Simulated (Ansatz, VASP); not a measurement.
**One calculation of SiAu3, two programs**

```
CELL_PARAMETERS angstrom
0.00000 3.24133 3.24133
3.24133 0.00000 3.24133
3.24133 3.24133 0.00000
ATOMIC_POSITIONS crystal
Au 0.50000 0.50000 0.50000
Au 0.75000 0.75000 0.75000
Au 0.25000 0.25000 0.25000
Si 0.00000 0.00000 0.00000
```

Change from the starting cell: volume scaled by 0.96.

Alike in both runs: task single point; functional PBE; k mesh 7 × 7 × 7; occupations fermi-dirac, width 0.05 eV; no spin polarisation.

```csv
,VASP,Ansatz
version,VASP 6.6.1,Ansatz 0.2.0
potentials or method,"VASP PAW PBE potentials, release 64 (Au, Si)",Ansatz PAW
plane-wave cutoff (eV),520,420
valence electrons in the cell,37,61
```

VASP gave:

```
gap on the k mesh at the Fermi level (eV) : none
pressure (GPa)                            : 4.1
```

Task: Which values does Ansatz return?

Result: gap on the k mesh at the Fermi level (eV): none; pressure (GPa): 4.4.

A gap of «none» marks a metal or a gap that the smearing closes. The two sets of potentials don't hold the same shells in valence.

The runs have no spin-orbit coupling, so splittings on Au are missing.
